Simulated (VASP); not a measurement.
Given:

```
HfZr
1.0
    3.17122     0.00000     0.00000
   -1.58561     2.74636     0.00000
    0.00000     0.00000     5.05029
Zr Hf
1 1
Cartesian
  1.58561   0.91545   0.00000
  0.00000   0.00000   2.52514
```

Calculation: PBEsol GGA with spin-orbit coupling, VASP's PBE PAW potentials (set 64) (plane waves; VASP). Run with 400 eV cut-off, 12×12×7 Γ-centred mesh, Gaussian smearing of 0.050 eV, potentials Zr_sv Hf_pv.

Problem. The job: HfZr (space group P-6m2), 2 atoms, PBEsol+SOC, static run, 400 eV, 12×12×7 Γ-centred mesh. Roughly how much core time does it take on a busy server core?

Solution. About 8 core-minutes (one run on a shared machine, a rough figure). It had 124 irreducible k-points, 30 bands, up to 1636 plane waves and 14 electronic steps.

The structure comes from a computed database's HfZr entry (P-6m2); how it stands against other phases isn't given here. It was relaxed first.
